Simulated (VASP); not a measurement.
# The (0 0 1) face of Li4Ge2B in VASP

How does the (0 0 1) face of Li4Ge2B behave as a surface? The start is a cell from a database of measured crystal structures.

Calculated with VASP 6.6.1; PBE; plane waves and PAW (Ge, Li, B).

**1. The structure**

The cell holds 14 atoms: 4 Ge, 8 Li and 2 B. Its edges and angles: a = 4.460 Å, b = 4.460 Å, c = 26.283 Å, α = 90.0°, β = 90.0°, γ = 120.0°. It derives from Li4Ge2B. The (0 0 1) slab of Li4Ge2B, cut from the database cell. Vacuum lies along c.

Structure file:

```cif
data_structure
_symmetry_space_group_name_H-M 'P 1'
_symmetry_Int_Tables_number 1
_cell_length_a 4.4603
_cell_length_b 4.4603
_cell_length_c 26.2828
_cell_angle_alpha 90.000
_cell_angle_beta 90.000
_cell_angle_gamma 120.000
_cell_volume 452.83
loop_
_atom_site_label
_atom_site_type_symbol
_atom_site_fract_x
_atom_site_fract_y
_atom_site_fract_z
_atom_site_occupancy
Ge1 Ge 0.33333 0.66667 0.28536 1
Ge2 Ge 0.33333 0.66667 0.38329 1
Ge3 Ge 0.00000 0.00000 0.51770 1
Ge4 Ge 0.00000 0.00000 0.61563 1
Li5 Li 0.00000 0.00000 0.31302 1
Li6 Li 0.66667 0.33333 0.33897 1
Li7 Li 0.00000 0.00000 0.42426 1
Li8 Li 0.66667 0.33333 0.45098 1
Li9 Li 0.66667 0.33333 0.54536 1
Li10 Li 0.33333 0.66667 0.57131 1
Li11 Li 0.66667 0.33333 0.65660 1
Li12 Li 0.33333 0.66667 0.68332 1
B13 B 0.33333 0.66667 0.48230 1
B14 B 0.00000 0.00000 0.71464 1
```

**2. Relaxing the slab**

The free atoms relax, while those held by selective dynamics keep their cut positions.

The input, INCAR:

```
SYSTEM = Li4Ge2B
PREC = Normal
ENCUT = 320
EDIFF = 1E-05
NELM = 120
ISMEAR = 1
SIGMA = 0.2
LREAL = Auto
ALGO = Fast
GGA = PE
NBANDS = 29
LORBIT = 11
LWAVE = .FALSE.
LCHARG = .FALSE.
KPAR = 2
NCORE = 2
IBRION = 2
NSW = 40
ISIF = 2
EDIFFG = -0.03
POTIM = 0.4
MAXMIX = 40
IDIPOL = 3
LDIPOL = .TRUE.
DIPOL = 0.5 0.5 0.499
```

The input, POSCAR:

```
Li4Ge2B
1.0
    4.4603029841      0.0000000000      0.0000000000
   -2.2301514921      3.8627356929      0.0000000000
    0.0000000000      0.0000000000     26.2828040605
Ge Li B
4 8 2
Selective dynamics
Direct
    0.3333333300      0.6666666700      0.2853576800  F F F
    0.3333333300      0.6666666700      0.3832893600  F F F
    0.0000000000      0.0000000000      0.5176985700  T T T
    0.0000000000      0.0000000000      0.6156302500  T T T
    0.0000000000      0.0000000000      0.3130178600  F F F
    0.6666666700      0.3333333300      0.3389703400  F F F
    0.0000000000      0.0000000000      0.4242626800  F F F
    0.6666666700      0.3333333300      0.4509818800  F F F
    0.6666666700      0.3333333300      0.5453587500  T T T
    0.3333333300      0.6666666700      0.5713112300  T T T
    0.6666666700      0.3333333300      0.6566035700  T T T
    0.3333333300      0.6666666700      0.6833227700  T T T
    0.3333333300      0.6666666700      0.4823014300  F F F
    0.0000000000      0.0000000000      0.7146423200  T T T
```

The input, KPOINTS:

```
Automatic mesh
0
Gamma
5 5 1
0 0 0
```

PAW data sets: Ge, Li and B (PBE family, release 64).

Started as:

```
$ mpirun -np 4 vasp_std
```

The program printed:

```text
[banner, memory and clock lines left out]
running    4 mpi-ranks, on    1 nodes
 distrk:  each k-point on    2 cores,    2 groups
 distr:  one band on    2 cores,    1 groups

 POSCAR found type information on POSCAR GeLiB
 POSCAR found :  3 types and      14 ions
 LDA part: xc-table for (Slater+PW92), standard interpolation
 POSCAR, INCAR and KPOINTS ok, starting setup
 FFT: planning ... GRIDC
 FFT: planning ... GRID_SOFT
 FFT: planning ... GRID
 WAVECAR not read
 entering main loop
       N       E                     dE             d eps       ncg     rms          rms(c)
DAV:   1     0.708527386232E+02    0.70853E+02   -0.69126E+03   290   0.501E+02
DAV:   2    -0.337370145547E+02   -0.10459E+03   -0.98785E+02   418   0.109E+02
DAV:   3    -0.436347634246E+02   -0.98977E+01   -0.96433E+01   396   0.327E+01
DAV:   4    -0.440028529616E+02   -0.36809E+00   -0.36663E+00   420   0.663E+00
DAV:   5    -0.440107910279E+02   -0.79381E-02   -0.79364E-02   412   0.918E-01    0.435E+00
RMM:   6    -0.446302168434E+02   -0.61943E+00   -0.18745E+00   291   0.268E+00    0.556E+00
RMM:   7    -0.443467521083E+02    0.28346E+00   -0.41801E-01   290   0.165E+00    0.419E+00
RMM:   8    -0.429510428939E+02    0.13957E+01   -0.96456E-02   292   0.835E-01    0.188E+00
RMM:   9    -0.426658857821E+02    0.28516E+00   -0.19543E-01   293   0.106E+00    0.595E-01
RMM:  10    -0.426475248034E+02    0.18361E-01   -0.38628E-02   295   0.558E-01    0.280E-01
RMM:  11    -0.426417996204E+02    0.57252E-02   -0.89975E-03   294   0.305E-01    0.131E-01
RMM:  12    -0.426397840309E+02    0.20156E-02   -0.61222E-03   295   0.220E-01    0.694E-02
RMM:  13    -0.426401476551E+02   -0.36362E-03   -0.25719E-03   292   0.135E-01    0.373E-02
RMM:  14    -0.426409896639E+02   -0.84201E-03   -0.16459E-03   291   0.101E-01    0.329E-02
RMM:  15    -0.426415514077E+02   -0.56174E-03   -0.41008E-04   307   0.555E-02    0.134E-02
RMM:  16    -0.426417957274E+02   -0.24432E-03   -0.10369E-04   273   0.295E-02    0.112E-02
RMM:  17    -0.426418892963E+02   -0.93569E-04   -0.60240E-05   246   0.193E-02    0.572E-03
RMM:  18    -0.426420803125E+02   -0.19102E-03   -0.26846E-05   235   0.123E-02    0.314E-03
RMM:  19    -0.426422954855E+02   -0.21517E-03   -0.23556E-05   228   0.103E-02    0.292E-03
RMM:  20    -0.426423614205E+02   -0.65935E-04   -0.92098E-06   194   0.561E-03    0.132E-03
RMM:  21    -0.426424041123E+02   -0.42692E-04   -0.36529E-06   173   0.412E-03    0.176E-03
RMM:  22    -0.426424199616E+02   -0.15849E-04   -0.22046E-06   161   0.332E-03    0.801E-04
RMM:  23    -0.426424225913E+02   -0.26297E-05   -0.34579E-07   128   0.230E-03
   1 F= -.42642423E+02 E0= -.42642315E+02  d E =-.426424E+02
 curvature:   0.00 expect dE= 0.000E+00 dE for cont linesearch  0.000E+00
 trial: gam= 0.00000 g(F)=  0.218E+00 g(S)=  0.000E+00 ort = 0.000E+00 (trialstep = 0.100E+01)
 search vector abs. value=  0.218E+00
 bond charge predicted
       N       E                     dE             d eps       ncg     rms          rms(c)
DAV:   1    -0.428578398759E+02   -0.21542E+00   -0.32011E+00   330   0.705E+00    0.514E-01
RMM:   2    -0.428541615536E+02    0.36783E-02   -0.89234E-02   290   0.111E+00    0.136E-01
RMM:   3    -0.428551086319E+02   -0.94708E-03   -0.11028E-02   294   0.411E-01    0.579E-02
RMM:   4    -0.428554083053E+02   -0.29967E-03   -0.30586E-03   304   0.203E-01    0.298E-02
RMM:   5    -0.428554637521E+02   -0.55447E-04   -0.56696E-04   307   0.863E-02    0.189E-02
RMM:   6    -0.428554719421E+02   -0.81900E-05   -0.12020E-04   282   0.384E-02    0.468E-03
RMM:   7    -0.428554843518E+02   -0.12410E-04   -0.32666E-05   244   0.181E-02    0.272E-03
RMM:   8    -0.428554859191E+02   -0.15673E-05   -0.52298E-06   212   0.816E-03
   2 F= -.42855486E+02 E0= -.42851859E+02  d E =-.213063E+00
[... from here on, the cycles between the ionic steps are left out ...]
   3 F= -.43394252E+02 E0= -.43383216E+02  d E =-.751830E+00
   4 F= -.38130409E+02 E0= -.38115543E+02  d E =0.451201E+01
   5 F= -.43416003E+02 E0= -.43404802E+02  d E =-.773580E+00
   6 F= -.43450229E+02 E0= -.43438230E+02  d E =-.807807E+00
   7 F= -.43459844E+02 E0= -.43448065E+02  d E =-.817422E+00
   8 F= -.43460414E+02 E0= -.43448574E+02  d E =-.817992E+00
   9 F= -.43549725E+02 E0= -.43538138E+02  d E =-.893105E-01
  10 F= -.43671344E+02 E0= -.43661749E+02  d E =-.210930E+00
  11 F= -.43736464E+02 E0= -.43728008E+02  d E =-.651202E-01
  12 F= -.43769717E+02 E0= -.43762428E+02  d E =-.983734E-01
  13 F= -.43785746E+02 E0= -.43778423E+02  d E =-.160290E-01
  14 F= -.43824098E+02 E0= -.43816782E+02  d E =-.543802E-01
  15 F= -.43853228E+02 E0= -.43846456E+02  d E =-.835108E-01
  16 F= -.43859075E+02 E0= -.43851989E+02  d E =-.584681E-02
  17 F= -.43859513E+02 E0= -.43852492E+02  d E =-.628504E-02
  18 F= -.43865032E+02 E0= -.43858038E+02  d E =-.551919E-02
  19 F= -.43875701E+02 E0= -.43868779E+02  d E =-.161875E-01
  20 F= -.43867439E+02 E0= -.43860723E+02  d E =-.792626E-02
  21 F= -.43877524E+02 E0= -.43870650E+02  d E =-.180113E-01
  22 F= -.43882270E+02 E0= -.43875520E+02  d E =-.474546E-02
  23 F= -.43882275E+02 E0= -.43875523E+02  d E =-.475071E-02
  24 F= -.43882024E+02 E0= -.43874918E+02  d E =0.251145E-03
  25 F= -.43883655E+02 E0= -.43876746E+02  d E =-.138027E-02
  26 F= -.43883659E+02 E0= -.43876742E+02  d E =-.138428E-02
  27 F= -.43884538E+02 E0= -.43877625E+02  d E =-.878766E-03
  28 F= -.43885657E+02 E0= -.43878757E+02  d E =-.199747E-02
  29 F= -.43886083E+02 E0= -.43879233E+02  d E =-.426516E-03
  30 F= -.43886242E+02 E0= -.43879421E+02  d E =-.584918E-03
  31 F= -.43886420E+02 E0= -.43879656E+02  d E =-.763441E-03
  32 F= -.43886437E+02 E0= -.43879690E+02  d E =-.780214E-03
  33 F= -.43886697E+02 E0= -.43879952E+02  d E =-.259464E-03
 trial-energy change:   -0.000259  1 .order   -0.000248   -0.000285   -0.000212
 step:   3.4702(harm=  3.4702)  dis= 0.01403  next Energy=   -43.886990 (dE=-0.553E-03)
 bond charge predicted
       N       E                     dE             d eps       ncg     rms          rms(c)
DAV:   1    -0.438870682799E+02   -0.37524E-03   -0.20724E-02   295   0.578E-01    0.354E-02
RMM:   2    -0.438870899304E+02   -0.21651E-04   -0.87491E-04   290   0.104E-01    0.515E-03
RMM:   3    -0.438871048212E+02   -0.14891E-04   -0.11191E-04   282   0.393E-02    0.576E-03
RMM:   4    -0.438871072418E+02   -0.24206E-05   -0.24374E-05   218   0.173E-02
  34 F= -.43887107E+02 E0= -.43880374E+02  d E =-.670080E-03
 curvature:  -4.46 expect dE=-0.393E-03 dE for cont linesearch -0.650E-05
 trial: gam= 0.15710 g(F)=  0.883E-04 g(S)=  0.000E+00 ort = 0.345E-04 (trialstep = 0.141E+01)
 search vector abs. value=  0.119E-03
 reached required accuracy - stopping structural energy minimisation
```

Run time: 2.6 min. Hardware: 4 MPI ranks of Intel Xeon Platinum 8375C at 2.90GHz (Ice Lake), shared host; peak memory 0.8 GiB.

The logs omit lines about the potential files and the build; timing stands in the text.

Parts of OUTCAR (step 2):

```text
ion  position               nearest neighbor table
   1  0.333  0.667  0.285-   2 2.57   5 2.68   5 2.68   5 2.68   6 2.94   6 2.94   6 2.94
   2  0.333  0.667  0.383-   1 2.57   7 2.79   7 2.79   7 2.79   6 2.83   6 2.83   6 2.83
   3  0.000  0.000  0.518-   7 2.46   4 2.57   9 2.68   9 2.68   9 2.68  10 2.94  10 2.94  10 2.94

  LATTYP: Found a hexagonal cell.
 ALAT       =     4.4603029841
 C/A-ratio  =     5.8926050885

 Subroutine GETGRP returns: Found  6 space group operations
 (whereof  6 operations were pure point group operations)

The static configuration has the point symmetry C_3v.

 Found      5 irreducible k-points:

   k-points           NKPTS =      5   k-points in BZ     NKDIM =      5   number of bands    NBANDS=     29

   dimension x,y,z NGX =    20 NGY =   20 NGZ =  120
   dimension x,y,z NGXF=    40 NGYF=   40 NGZF=  240

   ENCUT  =  320.0 eV  23.52 Ry    4.85 a.u.   6.51  6.51 38.34*2*pi/ulx,y,z

   NELECT =      30.0000    total number of electrons

 k-points in reciprocal lattice and weights: Automatic mesh
   0.00000000  0.00000000  0.00000000       0.040
   0.20000000  0.00000000  0.00000000       0.240
   0.40000000  0.00000000  0.00000000       0.240
   0.20000000  0.20000000  0.00000000       0.240
   0.40000000  0.20000000  0.00000000       0.240

 dipolmoment           0.000000      0.000000     -0.071797 electrons x Angstroem

 average (electrostatic) potential at core
       1 -37.1098       2 -37.0604       3 -37.5475       4 -36.9815       5 -31.2911
       6 -31.1820       7 -31.6650       8 -31.7963       9 -31.8950      10 -31.7270
      11 -31.1973      12 -31.7429      13 -34.7047      14 -33.7081

 E-fermi :  -0.7170

 k-point     1 :       0.0000    0.0000    0.0000
  band No.  band energies     occupation
    ...
     10      -2.1630      2.00000
     11      -1.3977      2.00002
     12      -1.3977      2.00002
     13      -0.8081      1.68980
     14      -0.8081      1.68971
     15      -0.4971     -0.06521
     16       0.0336     -0.00000
     17       0.0336     -0.00000
     18       0.6581     -0.00000
     19       1.3482     -0.00000
    ...

 k-point     2 :       0.2000    0.0000    0.0000
  band No.  band energies     occupation
    ...
     10      -2.4934      2.00000
     11      -2.3010      2.00000
     12      -1.8090      2.00000
     13      -1.2894      2.00040
     14      -1.1679      2.00646
     15      -0.4601     -0.06991
     16      -0.1489     -0.00044
     17       0.2676     -0.00000
     18       0.3214     -0.00000
     19       1.1245     -0.00000
    ...

 k-point     3 :       0.4000    0.0000    0.0000
  band No.  band energies     occupation
    ...
     12      -2.3354      2.00000
     13      -1.8226      2.00000
     14      -1.7772      2.00000
     15      -1.2968      2.00032
     16      -0.7630      1.37839
     17      -0.0933     -0.00010
     18       0.1653     -0.00000
     19       0.7130     -0.00000
     20       0.7873     -0.00000
     21       1.3975     -0.00000
    ...

  Total       -4.2095856     -4.2095856     -3.6193087      0.0000000      0.0000000     -0.0000000
  in kB      -14.8942580    -14.8942580    -12.8057539      0.0000000      0.0000000     -0.0000000
  external PRESSURE =     -14.1980900 kB  Pullay stress =       0.0000000 kB

  energy-cutoff  :      320.00
  volume of cell :      452.83
      direct lattice vectors                 reciprocal lattice vectors
     4.460302984  0.000000000  0.000000000     0.224200016  0.129441940  0.000000000
    -2.230151492  3.862735693  0.000000000     0.000000000  0.258883879  0.000000000
     0.000000000  0.000000000 26.282804060     0.000000000  0.000000000  0.038047691

 POSITION                                       TOTAL-FORCE (eV/Angst)
 -----------------------------------------------------------------------------------
     -0.00000      2.57516      7.50000         0.000000      0.000000      0.725640
     -0.00000      2.57516     10.07392        -0.000000      0.000000      0.346799
      2.23015      3.86274     13.51793         0.000000      0.000000      0.021676
      2.23015      3.86274     16.08348         0.000000     -0.000000      0.028501
      0.00000      0.00000      8.22699        -0.000000      0.000000      0.025770
      2.23015      1.28758      8.90909         0.000000     -0.000000      0.009340
      0.00000      0.00000     11.15081         0.000000      0.000000     -0.789088
      2.23015      1.28758     11.85307         0.000000      0.000000     -0.027111
      2.23015      1.28758     14.48908         0.000000     -0.000000      0.019553
     -0.00000      2.57516     15.22863         0.000000      0.000000      0.023174
      2.23015      1.28758     17.39454        -0.000000      0.000000     -0.004042
     -0.00000      2.57516     18.63656        -0.000000      0.000000     -0.008196
     -0.00000      2.57516     12.67623         0.000000     -0.000000     -0.370443
      0.00000      0.00000     18.08263         0.000000      0.000000     -0.001575
 -----------------------------------------------------------------------------------
    total drift:                                0.000030      0.000022      0.052074

  FREE ENERGIE OF THE ION-ELECTRON SYSTEM (eV)
  ---------------------------------------------------
  free  energy   TOTEN  =       -43.8871072418 eV

  energy  without entropy=      -43.8669084560  energy(sigma->0) =      -43.88037431

 reached required accuracy - stopping structural energy minimisation

 vacuum level on the upper side and lower side of the slab         2.853         3.609

 total charge
# of ion       s       p       d       tot
------------------------------------------
    1        1.236   0.983   0.021   2.239
    2        1.140   1.128   0.028   2.296
    3        1.215   1.041   0.046   2.302
    4        1.149   1.261   0.048   2.458
    5        0.107   0.158   0.000   0.265
    6        0.095   0.165   0.000   0.260
    7        0.110   0.177   0.000   0.287
    8        0.094   0.137   0.000   0.231
    9        0.111   0.152   0.000   0.263
   10        0.100   0.158   0.000   0.259
   11        0.087   0.139   0.000   0.226
   12        0.083   0.088   0.000   0.171
   13        0.776   0.685   0.000   1.461
   14        0.766   0.810   0.000   1.575
--------------------------------------------------
tot          7.068   7.081   0.143  14.291

[... 2 further parts left out ...]
```

CONTCAR:

```
Li4Ge2B
   1.00000000000000
     4.4603029841000001    0.0000000000000000    0.0000000000000000
    -2.2301514921000001    3.8627356928999999    0.0000000000000000
     0.0000000000000000    0.0000000000000000   26.2828040604999984
  Ge              Li              B
     4     8     2
Selective dynamics
Direct
     0.3333333300000021    0.6666666699999979    0.2853576799999971   F   F   F
     0.3333333300000021    0.6666666699999979    0.3832893599999991   F   F   F
     1.0000000000000000    1.0000000000000000    0.5143260441015758   T   T   T
     1.0000000000000000    1.0000000000000000    0.6119391036801471   T   T   T
     0.0000000000000000    0.0000000000000000    0.3130178600000022   F   F   F
     0.6666666699999979    0.3333333300000021    0.3389703400000030   F   F   F
     0.0000000000000000    0.0000000000000000    0.4242626799999982   F   F   F
     0.6666666699999979    0.3333333300000021    0.4509818800000005   F   F   F
     0.6666666699999979    0.3333333300000021    0.5512761093602304   T   T   T
     0.3333333300000021    0.6666666699999979    0.5794140664655827   T   T   T
     0.6666666699999979    0.3333333300000021    0.6618222445986277   T   T   T
     0.3333333300000021    0.6666666699999979    0.7090779737131756   T   T   T
     0.3333333300000021    0.6666666699999979    0.4823014299999997   F   F   F
     0.0000000000000000    0.0000000000000000    0.6880022576376716   T   T   T
```

The data set Ge keeps the semicore shell frozen, which is cheaper and a little less accurate. The run keeps the 6 symmetry operations of its start, so it cannot find a distortion of lower symmetry.

The steps of the relaxation (22 of 34):

| step | energy less that of the first step (eV) | largest force (eV/Å) |
| --- | --- | --- |
| 1 | 0.0000 | 1.9353 |
| 3 | -0.7518 | 1.3772 |
| 4 | 4.5120 | 28.8179 |
| 6 | -0.8078 | 1.2982 |
| 7 | -0.8174 | 0.7067 |
| 9 | -0.9073 | 1.0139 |
| 10 | -1.0289 | 1.5415 |
| 12 | -1.1273 | 0.5877 |
| 14 | -1.1817 | 0.3455 |
| 15 | -1.2108 | 0.3165 |
| 17 | -1.2171 | 0.1543 |
| 18 | -1.2226 | 0.1502 |
| 20 | -1.2250 | 0.4241 |
| 21 | -1.2351 | 0.1986 |
| 23 | -1.2399 | 0.1479 |
| 25 | -1.2412 | 0.0477 |
| 26 | -1.2412 | 0.0506 |
| 28 | -1.2432 | 0.1105 |
| 29 | -1.2437 | 0.0718 |
| 31 | -1.2440 | 0.0625 |
| 32 | -1.2440 | 0.0666 |
| 34 | -1.2447 | 0.0285 |

The atoms that moved most (Å):

| atom | dx | dy | dz | length |
| --- | --- | --- | --- | --- |
| B14 | 0.000 | 0.000 | -0.700 | 0.700 |
| Li12 | 0.000 | 0.000 | 0.677 | 0.677 |
| Li10 | 0.000 | 0.000 | 0.213 | 0.213 |
| Li9 | 0.000 | 0.000 | 0.156 | 0.156 |
| Li11 | 0.000 | 0.000 | 0.137 | 0.137 |
| Ge4 | 0.000 | 0.000 | -0.097 | 0.097 |
| Ge3 | 0.000 | 0.000 | -0.089 | 0.089 |

Final coordinates:

```cif
data_structure
_symmetry_space_group_name_H-M 'P 1'
_symmetry_Int_Tables_number 1
_cell_length_a 4.4603
_cell_length_b 4.4603
_cell_length_c 26.2828
_cell_angle_alpha 90.000
_cell_angle_beta 90.000
_cell_angle_gamma 120.000
_cell_volume 452.83
loop_
_atom_site_label
_atom_site_type_symbol
_atom_site_fract_x
_atom_site_fract_y
_atom_site_fract_z
_atom_site_occupancy
Ge1 Ge 0.33333 0.66667 0.28536 1
Ge2 Ge 0.33333 0.66667 0.38329 1
Ge3 Ge 0.00000 0.00000 0.51433 1
Ge4 Ge 0.00000 0.00000 0.61194 1
Li5 Li 0.00000 0.00000 0.31302 1
Li6 Li 0.66667 0.33333 0.33897 1
Li7 Li 0.00000 0.00000 0.42426 1
Li8 Li 0.66667 0.33333 0.45098 1
Li9 Li 0.66667 0.33333 0.55128 1
Li10 Li 0.33333 0.66667 0.57941 1
Li11 Li 0.66667 0.33333 0.66182 1
Li12 Li 0.33333 0.66667 0.70908 1
B13 B 0.33333 0.66667 0.48230 1
B14 B 0.00000 0.00000 0.68800 1
```

This step gave:

```
electronic cycles                               : 215
electrons                                       : 30
free energy (TOTEN)                             : -43.89 eV
energy at zero smearing                         : -43.88 eV
Fermi energy                                    : -0.717 eV
labelled metallic, from the levels on this mesh : yes
dipole moment                                   : 0, 0, -0.07180 e·Å
```

The run ended after 34 ionic steps, 1.245 eV below its first step, once the forces on the free atoms met EDIFFG = -0.03.

Only the dipole across the slab is computed (IDIPOL = 3); zeros along the plane are no results.

VASP counts the dipole in electrons times Å, so a positive number points the physical dipole along −c.

(Continued in part 2 of 3.)

[Lines on the potential files, build, host, timing and source positions are cut from VASP's logs without a mark.]

[Logs are printed without paths, hosts, clocks, repeated set-up lines and the standing remarks that a program may print on its own settings, such as how far it seeks lower states.]

[Hosts, paths, dates, database ids (printed as entryN), source tags and the programs' standing remarks are cut or masked in the printed files.]

[In band tables of VASP the shares of atoms and orbitals are scaled to a sum of 1 inside the atoms' spheres.]

[Runs that stopped without an error message from VASP are left out.]
